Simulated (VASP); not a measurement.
VASP, PAW. Lattice constant a of AuZn (CsCl type) (static lattice).

| level | lattice constant a (Å) |
|---|---|
| PBE | 3.188 |
| PBE-D3(BJ) | 3.141 |

**Question.** Estimate the lattice constant a from r2SCAN, PBE-D4, r2SCAN+rVV10.

**Answer.** 
The r2SCAN is 3.151 Å and the PBE-D4 comes out as 3.146 Å. The r2SCAN+rVV10 is 3.139 Å.

Only levels that ran to the end are used. Left out are those held back, those with too coarse a band path, GW runs whose mesh misses a band edge, hybrids' fits of cells that aren't cubic and levels without matching references; a question may draw on a part of the rest.

The compound is AuZn in the CsCl type structure.
